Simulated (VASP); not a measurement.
## GaAs: energy against volume

GaAs (zinc blende, F-43m, 23.662 Å³/atom and stress up to 0.26 GPa in the relaxed cell, cube axes along x, y and z) under an equal strain ε along all three axes. PBE in VASP (plane waves, PAW), 480 eV, 10×10×10 Γ-centred mesh, Gaussian smearing 0.05 eV; ions are relaxed, or left where forces stay under 0.02 eV/Å, within the symmetry of each cell.

Here V stands for volume and E for E less E0.

| volume (Å³/atom) | E less E0 (meV/atom) | pressure (GPa) |
|---|---|---|
| 21.5952 | ? | ? |
| 22.2700 | 20.19 | 4.58 |
| 22.6127 | 11.64 | 3.37 |
| 22.9588 | 5.51 | 2.26 |
| 23.3084 | 1.67 | 1.22 |
| 23.6615 | 0.00 | 0.26 |
| 24.0182 | 0.39 | -0.63 |
| 24.3785 | 2.65 | -1.43 |
| 24.7423 | 6.71 | -2.19 |
| 25.1098 | 12.52 | -2.91 |

### Question
Using the third-order Birch-Murnaghan form, a cubic in V^(-2/3), estimate the missing E at V = 21.5952 from the other rows, showing the fit.

### Answer
With u = V^(-2/3) - 0.1214, the rows have u = 0.0049339, 0.0036542, 0.0023943, 0.0011533, -0.0000690, -0.0012733, -0.0024598, -0.0036286, -0.0047805. Least squares gives E = 0.046 + 618.3·u + 688308·u² + 2826081·u³. Residuals (row less fit): -0.002, 0.006, -0.001, -0.009, -0.007, 0.021, 0.002, -0.020, 0.009; standard error 0.015 (degrees of freedom: 5). Its minimum lies at u = -0.0004504, so V0 = (0.1209496)^(-3/2) = 23.77. There d²E/du² = 1369000 and d³E/du³ = 1.696e7, so B0 = (4/9) × 23.77^(-7/3) × 1369000 × 0.160218 = 60.0 GPa (the last factor turns the table's units into GPa), and B0' = 4 + (2/3) × 0.1209496 × (1.696e7)/1369000 = 5.0. B0' rests on the cubic coefficient alone and has a standard error of 0.1 from these residuals. At the withheld row, u = 0.0075521, so E = 0.046 + 618.3 × 0.0075521 + 688308 × 0.0075521² + 2826081 × 0.0075521³ = 45.190 meV/atom. The calculation gives 45.09 meV/atom, 0.100 meV/atom below the prediction (0.2 % of the range of E in the table). The row lies outside the fitted rows, so this is an extrapolation. From the scatter of the fitted rows alone, a prediction at this place has a standard error of 0.071 meV/atom, so the miss is 1.4 times that.

This level leaves no gap over 0.05 eV at strain 1.00, 1.50, 2.00 %. Other structures, which can take over under pressure, weren't tried. The same form fitted to the pressure column gives B0' = 4.9; series where the two differ by over 0.4 aren't shown. Rows are the converged runs of the series near zero and its far end, less any whose ions stayed unrelaxed beside relaxed ones; series whose fitted rows scatter by over a few per cent of the range, as at a crossing or softening among them, aren't shown in this form.
